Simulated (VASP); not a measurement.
These are LDA (Ceperley-Alder, Perdew-Zunger), VASP's LDA PAW potentials (set 64) (plane waves; VASP) values and carry that method's errors.

VASP ran on this input.

### POSCAR
```
CuI
1
   -0.0000000000     2.9305759412     2.9305759412
    2.9305759412    -0.0000000000     2.9305759412
    2.9305759412     2.9305759412    -0.0000000000
Cu I
1 1
Direct
  0.0000000000   0.0000000000   0.0000000000
  0.2500000000   0.2500000000   0.2500000000
```

File KPOINTS:
```
Automatic mesh
0
Gamma
11 11 11
0 0 0
```

**INCAR**
```
SYSTEM=CuI
PREC=Accurate; ENCUT=400; LREAL=F
LASPH=T
EDIFF=1E-8; NELM=100; ALGO=Normal
LMAXMIX=4
ISMEAR=0; SIGMA=0.01
IBRION=8; NSW=1
LWAVE=F; LCHARG=F
LEPSILON=T
```

POTCAR, in this order: Cu I (LDA.64 set). Program: vasp_std.

Problem. What will the output report for the number of irreducible k-points (NKPTS), number of bands (NBANDS), largest plane-wave count, number of space-group operations, FFT grid (NGX, NGY, NGZ)?

Solution. 
The number of irreducible k-points (NKPTS) comes out as 56. The number of bands (NBANDS) is 13, the largest plane-wave count comes out as 941 and the number of space-group operations is 24. The FFT grid (NGX, NGY, NGZ) is 28 × 28 × 28.

The compound is CuI in the zinc blende structure. It was relaxed first, which changed the volume by -9 %.
